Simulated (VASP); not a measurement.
# SrSmCl2F2: single point with PBE

The system is SrSmCl2F2.

```xyz
6
Lattice="4.0175 0.0000 0.0000 0.0000 4.0175 0.0000 0.0000 0.0000 7.1543" Properties=species:S:1:pos:R:3 pbc="T T T"
Sm    0.0000    0.0000    1.6267
Sr    2.0088    2.0088    5.6927
Cl    0.0000    0.0000    4.5195
Cl    2.0088    2.0088    2.4643
F     0.0000    2.0088    0.0028
F     2.0088    0.0000    0.0028
```

The cell comes from a database or a generator and needn't be the stable form of this composition.

- Program: VASP 6.6.1
- Task: single point
- Functional: PBE
- Potentials or basis: VASP PAW PBE potentials, release 64 (Sm_3, Sr_sv, Cl, F), 4f in core
- Cutoff: 600 eV
- k mesh: 7 × 7 × 4
- Occupations: gaussian, width 0.05 eV
- Spin: collinear spin, ferromagnetic start
- Starting moments: [5.0, 0.0, 0.0, 0.0, 0.0, 0.0] μB
- Further INCAR settings: ALGO = Fast; EDIFF = 1e-07; NBANDS = 38

```json
{"Pressure": "-0.1 GPa", "Largest force": "0.070 eV/Å", "Band gap on the k mesh": "none (metal or under the smearing width)", "Net moment": "0.42 μB per cell", "Site moments": "Sm +0.22; Sr +0.01; Cl -0.00, +0.00; F +0.00 μB", "Valence electrons inside the program's atomic spheres": "Sm 8.85; Sr 7.97; Cl 5.17, 5.13; F 6.10"}
```

Forces on the atoms (eV/Å):
```
Sm   0.000  0.000 -0.001
Sr   0.000  0.000  0.070
Cl   0.000  0.000 -0.029
Cl   0.000  0.000  0.013
F    0.000  0.000 -0.027
F    0.000  0.000 -0.027
```

Stress tensor (GPa, compression positive):
```
-0.16  0.00  0.00
 0.00 -0.16  0.00
 0.00  0.00  0.17
```

Levels at points of the mesh, in eV from the Fermi level:
Spin up:
```csv
k point,band 22,band 23,band 24,band 25,band 26,band 27,band 28,band 29
"(0.00, 0.00, 0.00)",-6.37,-6.37,-6.32,-1.82,-0.24,0.12,0.32,0.74
"(0.00, 0.00, 0.50)",-6.91,-6.45,-6.45,-1.61,0.14,0.31,0.34,1.27
```
Spin down:
```tsv
k point	band 21	band 22	band 23	band 24	band 25	band 26	band 27	band 28
(0.00, 0.00, 0.00)	-7.29	-6.35	-6.35	-6.31	-1.51	-0.07	0.25	0.45
(0.00, 0.00, 0.50)	-7.08	-6.88	-6.43	-6.43	-1.26	0.34	0.36	0.47
```

Wall time 4.5 min on 1 thread of AMD EPYC 9R45 96-Core Processor (Zen 5), on a shared host, peak memory 0.43 GiB.

Caveat: the magnetic or orbital state may not be the lowest; spin-orbit coupling is left out, which moves the levels of the heavy elements; the 4f electrons are frozen in the core as for a trivalent ion, so they carry no moment and show no levels. With open d or f shells a metallic result of PBE can be an artefact of self-interaction; +U or a hybrid may open a gap.
